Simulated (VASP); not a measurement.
# Al3Si2F (Imm2) in VASP: a series of runs

One crystal, Al3Si2F, is run at these levels: PBE, r2SCAN; tasks: relaxation of cell and atoms, single point.

All numbers are computed with VASP 6.6.1; they aren't measurements. Logs are shortened: lines on timing, memory, paths and dates and some standing lists are left out, and cuts for length are marked.

## Step 1: The structure

Symmetry: Imm2, No. 44, orthorhombic system. Conventional cell: a = 4.198 Å, b = 11.624 Å, c = 4.826 Å, α = 90.00°, β = 90.00°, γ = 90.00°. Around Al (site symmetry m) lie 1 F at 2.06 Å. Al (site symmetry mm2) has 2 F at 2.37 Å and 2 Si at 2.40 Å as nearest neighbours. Si (site symmetry m) is surrounded by 4 Al at 2.40 to 2.45 Å. F (site symmetry mm2) has 2 Al at 2.06 Å as nearest neighbours.

The cell was built by a generator and needn't be a form met in nature.

## Step 2: Relaxation of cell and atoms, PBE

File INCAR:

```
SYSTEM = Al3Si2F
PREC = Accurate
ENCUT = 520
EDIFF = 1E-6
ISMEAR = 0
SIGMA = 0.1
LREAL = .False.
LASPH = .True.
NELM = 120
ALGO = Normal
ISIF = 3
LWAVE = .False.
LCHARG = .False.
GGA = PE
IBRION = 2
NSW = 90
EDIFFG = -0.01
KPAR = 8
```

File KPOINTS:

```
regular mesh
0
Gamma
  10 10 10
  0 0 0
```

File POSCAR:

```
Al3Si2F
1.0
   -2.0990000000      5.8120000000      2.4130000000
    2.0990000000     -5.8120000000      2.4130000000
    2.0990000000      5.8120000000     -2.4130000000
Al Si F
3 2 1
Direct
    0.6122863300      0.7648155800      0.8474707500
    0.9173448300      0.7648155800      0.1525292500
    0.2113551600      0.7113551600      0.5000000000
    0.3499120400      0.0138831300      0.3360289100
    0.6778542300      0.0138831300      0.6639710900
    0.9813510200      0.9813510200      0.0000000000
```

Potentials or basis: VASP PAW PBE potentials, release 64 (Al, Si, F).

Launch:

```console
> cat potpaw_PBE.64/Al/POTCAR potpaw_PBE.64/Si/POTCAR potpaw_PBE.64/F/POTCAR > POTCAR
> mpirun -np 8 vasp_std > vasp.out
```

OUTCAR:

```text
SYSTEM = Al3Si2F
   PREC = Accurate
   ENCUT = 520
   EDIFF = 1E-6
   ISMEAR = 0
   LREAL = .False.
   LASPH = .True.
   NELM = 120
   ISIF = 3
   GGA = PE
   IBRION = 2
   NSW = 90
   EDIFFG = -0.01

 ion  position               nearest neighbor table
   1  0.612  0.765  0.847-   6 2.06   4 2.43   4 2.43   5 2.45
   2  0.917  0.765  0.153-   6 2.06   5 2.43   5 2.43   4 2.45
   3  0.211  0.711  0.500-   6 2.37   6 2.37   4 2.40   5 2.40
   4  0.350  0.014  0.336-   3 2.40   1 2.43   1 2.43   2 2.45
   5  0.678  0.014  0.664-   3 2.40   2 2.43   2 2.43   1 2.45
   6  0.981  0.981  0.000-   1 2.06   2 2.06   3 2.37   3 2.37

  LATTYP: Found a body centered orthorhombic cell.
 ALAT       =     4.1980000000
 B/A-ratio  =     1.1495950453
 C/A-ratio  =     2.7689375893

  Lattice vectors:

 A1 = (   2.0990000000,  -5.8120000000,  -2.4130000000)
 A2 = (  -2.0990000000,  -5.8120000000,   2.4130000000)
 A3 = (  -2.0990000000,   5.8120000000,  -2.4130000000)

Analysis of symmetry for initial positions (statically):
=====================================================================
 Subroutine PRICEL returns:
 Original cell was already a primitive cell.

 Routine SETGRP: Setting up the symmetry group for a
 body centered orthorhombic supercell.

 Subroutine GETGRP returns: Found  4 space group operations
 (whereof  4 operations were pure point group operations)
 out of a pool of  8 trial point group operations.

The static configuration has the point symmetry C_2v.

Analysis of symmetry for dynamics (positions and initial velocities):
=====================================================================
 Subroutine PRICEL returns:
 Original cell was already a primitive cell.

 Routine SETGRP: Setting up the symmetry group for a
 body centered orthorhombic supercell.

 Subroutine GETGRP returns: Found  4 space group operations
 (whereof  4 operations were pure point group operations)
 out of a pool of  8 trial point group operations.

The dynamic configuration has the point symmetry C_2v.

 Subroutine INISYM returns: Found  4 space group operations
 (whereof  4 operations are pure point group operations),
 and found     1 'primitive' translations

----------------------------------------------------------------------------------------

                                     Primitive cell

  volume of cell :     117.7485

  direct lattice vectors                    reciprocal lattice vectors
[... 118 lines left out ...]
  Thomas-Fermi vector in A             =   2.092991
   LORBIT       =      0    0 simple, 1 ext, 2 COOP (PROOUT), +10 PAW based schemes
   GGA     = PE    functional components
   LHFCALC =     F    Hartree Fock is set to
   AEXX    =    0.0000 exact exchange contribution
   IVDW    =     0    specifies the selected vdW correction
   LEPSILON=     F    determine dielectric tensor
   LRPA    =     F    only Hartree local field effects (RPA)
 conjugate gradient relaxation of ions
 non-spin polarized calculation
 Gauss-broadening in eV      SIGMA  =   0.10
  energy-cutoff  :      520.00
  volume of cell :      117.75
 maximum number of plane-waves:      3195
 NGX is ok and might be reduce to    50
   NGX = 25   NGY = 25   NGZ = 25

--------------------------------------- Ionic step        1  -------------------------------------------

 number of electron      24.0000004 magnetization

 Free energy of the ion-electron system (eV)
  ---------------------------------------------------
  ext. energy  EPLUGINS =         0.00000000
  ---------------------------------------------------
  free energy    TOTEN  =       -25.78659304 eV

  energy without entropy =      -25.78265351  energy(sigma->0) =      -25.78462327

------------------------ aborting loop because EDIFF is reached ----------------------------------------

  FORCE on cell =-STRESS in cart. coord.  units (eV):
  Direction    XX          YY          ZZ          XY          YZ          ZX
  --------------------------------------------------------------------------------------
  -------------------------------------------------------------------------------------
  Total        2.0419691      1.3040964      0.1035462      0.0000000      0.0000000      0.0000000
  in kB       27.7846153     17.7445475      1.4089298      0.0000000      0.0000000      0.0000000
  external PRESSURE =      15.6460309 kB  Pullay stress =       0.0000000 kB
[... 101 lines left out ...]
  FREE ENERGIE OF THE ION-ELECTRON SYSTEM (eV)
  ---------------------------------------------------
  free  energy   TOTEN  =       -25.8107482169 eV

  energy  without entropy=      -25.8073010682  energy(sigma->0) =      -25.80902464

[... ionic steps 4 to 55 ...]

--------------------------------------- Ionic step       56  -------------------------------------------

 number of electron      24.0000003 magnetization

------------------------ aborting loop because EDIFF is reached ----------------------------------------
[... 75 lines left out ...]
--------------------------------------- Ionic step       58  -------------------------------------------

 number of electron      24.0000004 magnetization

 Free energy of the ion-electron system (eV)
  ---------------------------------------------------
  ext. energy  EPLUGINS =         0.00000000
  ---------------------------------------------------
  free energy    TOTEN  =       -26.24715177 eV

  energy without entropy =      -26.23986154  energy(sigma->0) =      -26.24350665

 E-fermi :   6.1208     XC(G=0):  -9.5849

 val. band max:        6.1069924750   @ k =   0.1000   0.4000   0.0000
 cond. band min:       6.1462241401   @ k =  -0.1000   0.2000  -0.0000
 fundamental gap:      0.0392316651
 Fermi energy:         6.1208280254

 k-point     1 :       0.0000    0.0000    0.0000
  band No.  band energies     occupation
      1     -19.8685      2.00000
      2      -4.3843      2.00000
      3      -2.9499      2.00000
      4      -2.1954      2.00000
      5      -1.0928      2.00000
      6      -0.6712      2.00000
[... 433 lines left out ...]
      3      -2.9001      2.00000
      4      -2.1459      2.00000
      5      -1.2002      2.00000
      6      -1.0209      2.00000
[... 8 lines left out ...]
     15       8.7051      0.00000
     16       9.2368      0.00000

 [... further k-points ...]
[... 5 lines left out ...]
  --------------------------------------------------------------------------------------
  -------------------------------------------------------------------------------------
  Total        0.0047217      0.0124233      0.0218692      0.0000000      0.0000000      0.0000000
  in kB        0.0712276      0.1874069      0.3298991      0.0000000      0.0000000      0.0000000
  external PRESSURE =       0.1961779 kB  Pullay stress =       0.0000000 kB
[... 21 lines left out ...]
  FREE ENERGIE OF THE ION-ELECTRON SYSTEM (eV)
  ---------------------------------------------------
  free  energy   TOTEN  =       -26.2471517708 eV

  energy  without entropy=      -26.2398615387  energy(sigma->0) =      -26.24350665

 reached required accuracy - stopping structural energy minimisation
```

Wall time 26 min (8 MPI ranks of Intel Xeon 6975P-C (Granite Rapids), shared host); peak memory 0.63 GiB.

What came out:

* Free energy: -26.2472 eV
* Relaxed volume: 17.70 Å³/atom
* Relaxed cell: a = 6.605 Å, b = 6.605 Å, c = 6.605 Å, α = 140.19°, β = 54.34°, γ = 144.58°
* Space group after relaxing (to 0.05 Å): Imm2 (No. 44)
* Energy gained by relaxing: 76.8 meV/atom
* Ionic steps: 58
* Pressure after relaxing: 0.0 GPa
* Largest force after relaxing: 0.009 eV/Å
* Band gap on the k mesh: none (metal or under the smearing width)

Forces in eV/Å, atoms in the order of the input:
```
Al   0.000  0.000 -0.003
Al   0.000  0.000 -0.003
Al   0.000  0.000  0.008
Si   0.000  0.008 -0.003
Si   0.000 -0.008 -0.003
F    0.000  0.000  0.006
```

The path:
```
step  energy change (eV)  largest force (eV/Å)  pressure (GPa)  volume (Å³)
   1              0.0000                0.0868            1.56       117.75
   3             -0.0242                0.0918           -0.45       121.10
   5             -0.0399                0.2073           -0.11       119.88
   7             -0.0449                0.1227            0.04       118.83
   9             -0.0529                0.2324            0.02       117.64
  11             -0.0542                0.3293            0.04       116.74
  13             -0.0635                0.3183           -0.08       116.06
  15             -0.1261                0.4806           -0.34       112.83
  17              1.2642                4.3002           11.61        97.48
  19             -0.1046                1.5756            3.23       102.90
  21             -0.2008                1.2664            1.64       105.30
  23             -0.2072                1.1797            1.31       105.99
  25             -0.2069                1.2979            1.62       104.95
  27             -0.2165                1.2215            1.38       105.51
  29             -0.2516                1.0734            0.91       105.81
  31             -0.3394                0.5897           -0.65       107.02
  33             -0.3595                0.2837           -1.75       108.08
  35             -0.3941                0.1870            0.38       105.02
  37             -0.4001                0.1664            0.49       104.91
  39             -0.4147                0.2194           -0.46       106.66
  41             -0.4241                0.0999           -0.15       106.20
  43             -0.4367                0.1460            0.02       106.43
  45             -0.4438                0.0901           -0.01       106.65
  47             -0.4533                0.1450            0.07       106.53
  49             -0.4577                0.0756           -0.11       106.70
  51             -0.4598                0.0434            0.06       106.27
  53             -0.4600                0.0401            0.18       106.07
  55             -0.4603                0.0270           -0.05       106.31
  57             -0.4605                0.0180            0.01       106.21
  58             -0.4606                0.0089            0.02       106.21
```

Final structure:
```
Al Si F
1.0
    -2.24888    5.87614    2.00930
     2.24888   -5.87614    2.00930
     2.24888    5.87614   -2.00930
Al Si F
3 2 1
Direct
  0.63280 0.79745 0.83534
  0.96211 0.79745 0.16466
  0.05895 0.55895 0.50000
  0.39847 0.03743 0.36104
  0.67638 0.03743 0.63896
  0.02140 0.02140 0.00000
```

Levels at points of the mesh, in eV from the Fermi level:
```csv
k point,band 9,band 10,band 11,band 12,band 13,band 14,band 15,band 16
"(0.00, 0.00, 0.00)",-2.33,-1.40,-1.10,-0.45,0.44,0.56,1.21,3.87
"(0.50, 0.00, 0.00)",-2.18,-1.91,-1.75,-1.42,0.50,0.83,2.41,2.85
"(0.00, 0.50, 0.00)",-4.06,-3.13,-2.82,-1.37,-0.20,0.73,2.57,3.61
"(0.50, 0.50, 0.00)",-2.20,-1.47,-1.29,0.05,1.54,1.58,2.74,3.61
"(0.50, 0.50, 0.50)",-2.43,-2.06,-1.07,-0.87,0.32,0.40,2.46,3.00
```

(Part 1 of 2 ends here.)
